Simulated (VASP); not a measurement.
Here is the system:

```
CoTi
1.0
    2.92731     0.00000     0.00000
    0.00000     2.92731     0.00000
    0.00000     0.00000     2.92731
Ti Co
1 1
Direct
  0.00000   0.00000   0.00000
  0.50000   0.50000   0.50000
```

Computed with PBEsol GGA, VASP's PBE PAW potentials (set 64) (plane waves; VASP). Run with 400 eV cut-off, 14×14×14 Γ-centred mesh, tetrahedra with Blöchl corrections, potentials Ti_sv Co.

Q: Predict the energy per atom (σ→0), band gap (on the k-mesh) with the smallest direct gap where there is one.

A: 
```json
{
  "band gap (on the k-mesh)": "none (metal, semimetal or under 0.01 eV)",
  "energy per atom (σ→0)": "-8.442 eV/atom"
}
```

The absolute energy has meaning only against runs of the same code, potentials and settings.

The compound is TiCo in the CsCl type structure. It was relaxed first, which changed the volume by -6 %. The run is not spin-polarised, so no magnetic state was tried. The electron count is odd and the run is not spin-polarised, which forces a metal.
